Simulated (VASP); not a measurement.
VASP runs on Bi (space group R-3m) share one base input (PBE GGA, plane waves, VASP's PBE PAW potentials (set 64)) and change the settings named in each case.

### KPOINTS
```
Automatic
0
Gamma
  9 9 9
0 0 0
```

POSCAR:
```
Bi
1.0
  4.2270570000  -2.3084420000   0.0000000000
  4.2270570000   2.3084420000   0.0000000000
  2.9663910000   0.0000000000   3.7943960000
Bi
2
direct
  0.2340000000   0.2340000000   0.2340000000
  0.7660000000   0.7660000000   0.7660000000
```

### INCAR
```
! general
SYSTEM  = Bi
PREC    = Accurate
ENCUT   = 300
LREAL   = F
LASPH   = T

! electronic loop
EDIFF   = 1E-6
NELM    = 100
ALGO    = Normal
LMAXMIX = 4

! smearing
ISMEAR  = 0
SIGMA   = 0.272

! functional
GGA     = PE

! ions
ISIF    = 2

! output
LWAVE   = F
LCHARG  = F
```

POTCAR, in this order: Bi_d (PBE.64 set). Program: vasp_std.

```json
[
 {"change": "base run", "E(σ→0) (eV/atom)": "-3.8894", "pressure (GPa)": "-0.82", "largest force (eV/Å)": "0.017", "−TS (eV)": "-0.0092"},
 {"change": "GGA = PS", "E(σ→0) (eV/atom)": "-4.2861", "pressure (GPa)": "-3.03", "largest force (eV/Å)": "0.082", "−TS (eV)": "-0.0094"},
 {"change": "GGA_COMPAT = .FALSE., LNONCOLLINEAR = .TRUE., LSORBIT = .TRUE., MAGMOM = 0.0 0.0 0.0 0.0 0.0 0.0, program vasp_ncl", "E(σ→0) (eV/atom)": "-4.7058", "pressure (GPa)": "0.10", "largest force (eV/Å)": "0.026", "−TS (eV)": "-0.0100"},
 {"change": "KPOINTS 2×2×2 Γ-centred mesh", "E(σ→0) (eV/atom)": "-3.1018", "pressure (GPa)": "4.40", "largest force (eV/Å)": "2.460", "−TS (eV)": "-0.1260"}
]
```
 Energies of different potentials or functionals have different zeros.  Unless said otherwise, spin-orbit coupling is left out, though it shifts the bands of the heavy elements here. At 300 eV the pressure can carry a Pulay error.

Left out are runs that ran out of time, are held back, or changed the cell or the kind of run, fixed moments of cells without a moment, rows past the twelfth, gaps on odd meshes, pressures of charged cells and columns that move by less than the noise.

The structure is a typed Bi crystal. The cell was not relaxed at this level, its lattice was scaled by up to 2.5 %.
